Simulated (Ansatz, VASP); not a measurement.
Two plane-wave programs on MgScF3

```
Sc Mg F
1.0
     3.97872    0.00000    0.00000
     0.00000    3.97872    0.00000
     0.00000    0.00000    3.97872
Sc Mg F
1 1 3
Cartesian
  1.9894 1.9894 1.9894
  0.0000 0.0000 0.0000
  1.9894 0.0000 0.0000
  0.0000 1.9894 0.0000
  0.0000 0.0000 1.9894
```

Alike in both runs: functional r2SCAN; k mesh 5 × 5 × 5; no spin polarisation.

Ansatz relaxed the structure, and its values are those at the end. VASP's run is a single point on that final structure, the one shown.

```csv
,VASP,Ansatz
version,VASP 6.6.1,Ansatz 0.2.0
potentials or method,"VASP PAW PBE potentials, release 64 (Sc_sv, Mg, F)",PAW plane waves
plane-wave cutoff (eV),520,500
occupations,"fermi-dirac, width 0.1 eV",fermi-dirac
valence electrons in the cell,34,42
```

|  | VASP | Ansatz | Ansatz less VASP |
| --- | --- | --- | --- |
| gap on the k mesh at the Fermi level (eV) | none | none | - |
| pressure (GPa) | -0.6 | 0.0 | +0.64 |

A gap of «none» marks a metal or a gap that the smearing closes. The two sets of potentials don't hold the same shells in valence.

Caveats: the PAW data sets were made with another functional, which shifts forces and pressure a little (VASP).
